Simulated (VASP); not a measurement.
# LiGeN (I4mm) in VASP: relaxation of cell and atoms with PBE

Aim: the relaxation of cell and atoms of LiGeN with PBE.

All numbers are computed with VASP 6.6.1; they aren't measurements. Logs are shortened: lines on timing, memory, paths and dates and some standing lists are left out, and cuts for length are marked.

**1. The crystal as given**

The structure is tetragonal, space group I4mm (No. 107). Conventional cell: a = 3.712 Å, b = 3.712 Å, c = 5.866 Å, α = 90.00°, β = 90.00°, γ = 90.00°. Li (site symmetry 4mm) is surrounded by 1 N at 1.84 Å. Around Ge (site symmetry 4mm) lie 1 N at 1.74 Å. N (site symmetry 4mm) is surrounded by 1 Ge at 1.74 Å and 1 Li at 1.84 Å.

The cell was built by a generator and needn't be a form met in nature.

**2. Relaxation of cell and atoms, PBE**

Contents of INCAR:

```
SYSTEM = LiGeN
PREC = Normal
ENCUT = 520
EDIFF = 1E-4
ISMEAR = 0
SIGMA = 0.15
LREAL = .FALSE.
LASPH = .TRUE.
NELM = 60
ALGO = Fast
ISIF = 3
LWAVE = .FALSE.
LCHARG = .FALSE.
GGA = PE
IBRION = 2
NSW = 24
EDIFFG = -0.08
```

Contents of KPOINTS:

```
Automatic mesh
0
G
  6 6 6
  0 0 0
```

Contents of POSCAR:

```
LiGeN
1.0
   -1.8558321200      1.8558321200      2.9328561200
    1.8558321200     -1.8558321200      2.9328561200
    1.8558321200      1.8558321200     -2.9328561200
Li Ge N
1 1 1
Direct
    0.1169182500      0.1169182500      0.0000000000
    0.7272410900      0.7272410900      0.0000000000
    0.4312092600      0.4312092600      0.0000000000
```

Potentials or basis: VASP PAW PBE potentials, release 64 (Li_sv, Ge_d, N).

Run with:

```sh
$ cat potpaw_PBE.64/Li_sv/POTCAR potpaw_PBE.64/Ge_d/POTCAR potpaw_PBE.64/N/POTCAR > POTCAR
$ mpirun -np 1 vasp_std > vasp.out
```

OUTCAR:

```text
SYSTEM = LiGeN
   PREC = Normal
   ENCUT = 520
   EDIFF = 1E-4
   ISMEAR = 0
   LREAL = .FALSE.
   LASPH = .TRUE.
   NELM = 60
   ISIF = 3
   GGA = PE
   IBRION = 2
   NSW = 24
   EDIFFG = -0.08

 ion  position               nearest neighbor table
   1  0.117  0.117  0.000-   3 1.84   2 2.29   2 2.70   2 2.70   2 2.70   2 2.70
   2  0.727  0.727  0.000-   3 1.74   1 2.29   1 2.70   1 2.70   1 2.70   1 2.70
   3  0.431  0.431  0.000-   2 1.74   1 1.84

  LATTYP: Found a body centered tetragonal cell.
 ALAT       =     3.7116642400
 C/A-ratio  =     1.5803455972

  Lattice vectors:

 A1 = (  -1.8558321200,   1.8558321200,   2.9328561200)
 A2 = (   1.8558321200,  -1.8558321200,   2.9328561200)
 A3 = (   1.8558321200,   1.8558321200,  -2.9328561200)

Analysis of symmetry for initial positions (statically):
=====================================================================
 Subroutine PRICEL returns:
 Original cell was already a primitive cell.

 Routine SETGRP: Setting up the symmetry group for a
 body centered tetragonal supercell.

 Subroutine GETGRP returns: Found  8 space group operations
 (whereof  8 operations were pure point group operations)
 out of a pool of 16 trial point group operations.

The static configuration has the point symmetry C_4v.

Analysis of symmetry for dynamics (positions and initial velocities):
=====================================================================
 Subroutine PRICEL returns:
 Original cell was already a primitive cell.

 Routine SETGRP: Setting up the symmetry group for a
 body centered tetragonal supercell.

 Subroutine GETGRP returns: Found  8 space group operations
 (whereof  8 operations were pure point group operations)
 out of a pool of 16 trial point group operations.

The dynamic configuration has the point symmetry C_4v.

 Subroutine INISYM returns: Found  8 space group operations
 (whereof  8 operations are pure point group operations),
 and found     1 'primitive' translations

----------------------------------------------------------------------------------------

                                     Primitive cell

  volume of cell :      40.4043

  direct lattice vectors                    reciprocal lattice vectors
    -1.855832120  1.855832120  2.932856120     0.000000000  0.269420922  0.170482281
     1.855832120 -1.855832120  2.932856120     0.269420922  0.000000000  0.170482281
     1.855832120  1.855832120 -2.932856120     0.269420922  0.269420922  0.000000000

  length of vectors
     3.935717309  3.935717309  3.935717309     0.318828858  0.318828858  0.381018721

  position of ions in fractional coordinates (direct lattice)
     0.116918250  0.116918250  0.000000000
     0.727241090  0.727241090  0.000000000
     0.431209260  0.431209260  0.000000000

  ion indices of the primitive-cell ions
   primitive index   ion index
                 1           1
                 2           2
                 3           3

----------------------------------------------------------------------------------------

 KPOINTS: Automatic mesh

Automatic generation of k-mesh.
 Grid dimensions read from file:
 generate k-points for:    6    6    6

 Generating k-lattice:

  Cartesian coordinates                     Fractional coordinates (reciprocal lattice)
     0.000000000  0.044903487  0.028413713     0.166666667  0.000000000 -0.000000000
     0.044903487  0.000000000  0.028413713     0.000000000  0.166666667 -0.000000000
     0.044903487  0.044903487  0.000000000     0.000000000  0.000000000  0.166666667

  Length of vectors
     0.053138143  0.053138143  0.063503120

  Shift w.r.t. Gamma in fractional coordinates (k-lattice)
     0.000000000  0.000000000  0.000000000

 Subroutine IBZKPT returns following result:
 ===========================================

 Found     30 irreducible k-points:

 Following reciprocal coordinates:
            Coordinates               Weight
  0.000000  0.000000  0.000000      1.000000
  0.166667 -0.000000  0.000000      8.000000
  0.333333 -0.000000  0.000000      8.000000
  0.500000  0.000000 -0.000000      4.000000
  0.166667  0.166667  0.000000      8.000000
  0.333333  0.166667  0.000000     16.000000
[... 16 lines left out ...]
 -0.333333 -0.333333  0.166667      8.000000
 -0.166667 -0.333333  0.166667      8.000000
 [... further k-points ...]
   k-points           NKPTS =     30   k-points in BZ     NKDIM =     30   number of bands    NBANDS=     15
   number of dos      NEDOS =    301   number of ions     NIONS =      3
   total plane-waves  NPLWV =  13824
   dimension x,y,z NGX =    24 NGY =   24 NGZ =   24
   dimension x,y,z NGXF=    48 NGYF=   48 NGZF=   48
   ions per type =               1   1   1
   NGX,Y,Z   is equivalent  to a cutoff of  10.14, 10.14, 10.14 a.u.
   NGXF,Y,Z  is equivalent  to a cutoff of  20.28, 20.28, 20.28 a.u.
 SYSTEM =  LiGeN
   PREC   = normal    normal or accurate (medium, high low for compatibility)
   ISTART =      0    job   : 0-new  1-cont  2-samecut
   ICHARG =      2    charge: 1-file 2-atom 10-const
   ISPIN  =      1    spin polarized calculation?
   LNONCOLLINEAR =      F non collinear calculations
   LSORBIT =      F    spin-orbit coupling
   LASPH  =      T    aspherical Exc in radial PAW
   ENCUT  =  520.0 eV  38.22 Ry    6.18 a.u.   7.32  7.32  7.32*2*pi/ulx,y,z
   NELM   =     60;   NELMIN=  2; NELMDL= -5     # of ELM steps
   EDIFF  = 0.1E-03   stopping-criterion for ELM
   LREAL  =      F    real-space projection
   EDIFFG = -.8E-01   stopping-criterion for IOM
   NSW    =     24    number of steps for IOM
   IBRION =      2    ionic relax: 0-MD 1-quasi-New 2-CG
   NFREE  =      1    steps in history (QN), initial steepest desc. (CG)
   ISIF   =      3    stress and relaxation
   ISYM   =      2    0-nonsym 1-usesym 2-fastsym
   POTIM  = 0.5000    time-step for ionic-motion
   TEBEG  =    0.0;   TEEND  =   0.0 temperature during run
   PSTRESS=    0.0 pullay stress
   NELECT =      22.0000    total number of electrons
   NUPDOWN=      -1.0000    fix difference up-down
   EMIN   =  10.00;   EMAX   =-10.00  energy-range for DOS
   EFERMI =   0.00;   METHOD = LEGACY
   ISMEAR =     0;   SIGMA  =   0.15  broadening in eV -4-tet -1-fermi 0-gaus
   EFERMI_NEDOS =   21; number of points for ismear=-14 and -15
   IALGO  =     68    algorithm
   IMIX   =      4    mixing-type and parameters
     AMIX     =   0.40;   BMIX     =  1.00
     AMIX_MAG =   1.60;   BMIX_MAG =  1.00
  volume/ion in A,a.u.               =      13.47        90.89
  Fermi-wavevector in a.u.,A,eV,Ry     =   1.336820  2.526224 24.314814  1.787088
  Thomas-Fermi vector in A             =   2.465417
   LORBIT       =      0    0 simple, 1 ext, 2 COOP (PROOUT), +10 PAW based schemes
   GGA     = PE    functional components
   LHFCALC =     F    Hartree Fock is set to
   AEXX    =    0.0000 exact exchange contribution
   IVDW    =     0    specifies the selected vdW correction
   LEPSILON=     F    determine dielectric tensor
   LRPA    =     F    only Hartree local field effects (RPA)
 conjugate gradient relaxation of ions
 non-spin polarized calculation
 RMM-DIIS sequential band-by-band and
 Gauss-broadening in eV      SIGMA  =   0.15
  energy-cutoff  :      520.00
  volume of cell :       40.40
 maximum number of plane-waves:      1102
   NGX = 15   NGY = 15   NGZ = 15

--------------------------------------- Ionic step        1  -------------------------------------------

 number of electron      22.0000042 magnetization

 Free energy of the ion-electron system (eV)
  ---------------------------------------------------
  ext. energy  EPLUGINS =         0.00000000
  ---------------------------------------------------
  free energy    TOTEN  =       -13.57201928 eV

  energy without entropy =      -13.56835927  energy(sigma->0) =      -13.57018927

 E-fermi :   3.9010     XC(G=0): -10.0655

 val. band max:        3.8290627059   @ k =  -0.3333   0.3333   0.3333
 cond. band min:       4.1469486458   @ k =  -0.3333   0.3333   0.0000
 fundamental gap:      0.3178859399
 Fermi energy:         3.9009540232

 k-point     1 :       0.0000    0.0000    0.0000
  band No.  band energies     occupation
      1     -41.6216      2.00000
      2     -20.2046      2.00000
      3     -20.2008      2.00000
      4     -20.1772      2.00000
      5     -20.0407      2.00000
      6     -20.0407      2.00000
      7     -10.8516      2.00000
      8      -1.4462      2.00000
      9       0.7283      2.00000
     10       2.9025      2.00000
     11       2.9025      2.00000
     12       6.7141      0.00000
[... 950 lines left out ...]
      1     -42.9758      2.00000
      2     -21.2005      2.00000
      3     -21.2001      2.00000
      4     -21.1754      2.00000
      5     -21.0219      2.00000
      6     -21.0212      2.00000
      7     -11.1555      2.00000
      8      -3.9909      2.00000
      9       0.3660      2.00000
     10       1.0687      2.00000
     11       1.2609      2.00000
     12       5.6185      0.00000
     13       6.5727      0.00000
     14       7.4008      0.00000
     15      10.1733      0.00000

 [... further k-points ...]

[... ionic steps 4 to 12 ...]

--------------------------------------- Ionic step       13  -------------------------------------------

 number of electron      22.0000010 magnetization

------------------------ aborting loop because EDIFF is reached ----------------------------------------

  FORCE on cell =-STRESS in cart. coord.  units (eV):
  Direction    XX          YY          ZZ          XY          YZ          ZX
  --------------------------------------------------------------------------------------
  -------------------------------------------------------------------------------------
  Total       -0.1608999     -0.1608999     -0.0617648      0.0000000      0.0000000      0.0000000
  in kB       -4.9735253     -4.9735253     -1.9091923      0.0000000      0.0000000      0.0000000
  external PRESSURE =      -3.9520810 kB  Pullay stress =       0.0000000 kB
[... 59 lines left out ...]
  energy  without entropy=      -13.7886077373  energy(sigma->0) =      -13.78860795

--------------------------------------- Ionic step       15  -------------------------------------------

 number of electron      21.9999987 magnetization

 Free energy of the ion-electron system (eV)
  ---------------------------------------------------
  ext. energy  EPLUGINS =         0.00000000
  ---------------------------------------------------
  free energy    TOTEN  =       -13.78956941 eV

  energy without entropy =      -13.78956601  energy(sigma->0) =      -13.78956771

 E-fermi :   2.1314     XC(G=0):  -8.9828

 val. band max:        1.7342713857   @ k =  -0.3333   0.3333   0.3333
 cond. band min:       2.5043284148   @ k =   0.5000   0.5000   0.0000
 fundamental gap:      0.7700570291
 Fermi energy:         2.1314307317

 k-point     1 :       0.0000    0.0000    0.0000
  band No.  band energies     occupation
      1     -43.4872      2.00000
      2     -21.7772      2.00000
      3     -21.7763      2.00000
      4     -21.7342      2.00000
      5     -21.5894      2.00000
      6     -21.5894      2.00000
      7     -11.8825      2.00000
      8      -3.3510      2.00000
      9      -0.6875      2.00000
     10       1.2693      2.00000
     11       1.2693      2.00000
     12       4.7510      0.00000
[... 447 lines left out ...]
  FREE ENERGIE OF THE ION-ELECTRON SYSTEM (eV)
  ---------------------------------------------------
  free  energy   TOTEN  =       -13.7895694050 eV

  energy  without entropy=      -13.7895660147  energy(sigma->0) =      -13.78956771

 reached required accuracy - stopping structural energy minimisation
```

Wall time 89 s (1 thread of Intel Xeon Platinum 8259CL at 2.50GHz (Skylake/Cascade Lake), shared host); peak memory 0.15 GiB.

These settings aren't checked as converged: the numbers below hold their error.

Results:

| Quantity | Value |
| --- | --- |
| Free energy | -13.7896 eV |
| Relaxed volume | 16.89 Å³/atom |
| Relaxed cell | a = 4.206 Å, b = 4.206 Å, c = 4.206 Å, α = 122.26°, β = 122.26°, γ = 86.12° |
| Space group after relaxing (to 0.05 Å) | I4mm (No. 107) |
| Energy gained by relaxing | 72.5 meV/atom |
| Ionic steps | 15 |
| Largest force after relaxing | 0.064 eV/Å |
| Band gap on the k mesh | 0.77 eV, indirect (least direct gap 1.77 eV) |

Caveat: the cutoff is under 1.25 times the usual one of these potentials, so pressure, stress and relaxed cells hold a basis-set (Pulay) error; the volume moved by over 15 % at a fixed basis, so the end points are rough; the relaxation stopped at a loose force limit of 0.08 eV/Å, so its end isn't a converged minimum.
